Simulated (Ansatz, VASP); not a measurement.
## LiMgBN2: VASP beside Ansatz

```
Li Mg B N
1.0
    -2.06243    2.06243    4.79900
     2.06243   -2.06243    4.79900
     2.06243    2.06243   -4.79900
Li Mg B N
1 1 1 2
Direct
  0.25000 0.75000 0.50000
  0.75000 0.25000 0.50000
  0.50000 0.50000 0.00000
  0.65126 0.65126 0.00000
  0.34874 0.34874 0.00000
```

Change from the starting cell: strain +0.080 along x and y, +0.080 along z, atoms carried along.

Alike in both runs: task single point; functional PBE; k mesh 8 × 8 × 8; occupations gaussian, width 0.05 eV; no spin polarisation.

|  | VASP | Ansatz |
| --- | --- | --- |
| version | VASP 6.6.1 | Ansatz 0.2.0 |
| potentials or method | VASP PAW PBE potentials, release 64 (Li_sv, Mg, B, N) | scalar-relativistic, plane waves, PAW |
| plane-wave cutoff (eV) | 520 | 420 |
| valence electrons in the cell | 18 | 26 |

|  | VASP | Ansatz | Ansatz less VASP |
| --- | --- | --- | --- |
| gap on the k mesh at the Fermi level (eV) | 1.96 | 1.96 | +0.005 |
| least direct gap on the mesh (eV) | 3.00 | 3.00 | +0.004 |
| rms of the force components (eV/Å) | 1.069 | 1.077 | +0.0074 |

Atom by atom the forces differ by 0.007 eV/Å (rms over components). The two sets of potentials don't hold the same shells in valence.

Caveats: forces of over 1 eV/Å show positions far from the minimum, so gaps and moduli don't describe the material at rest. A k mesh can miss the band edges.
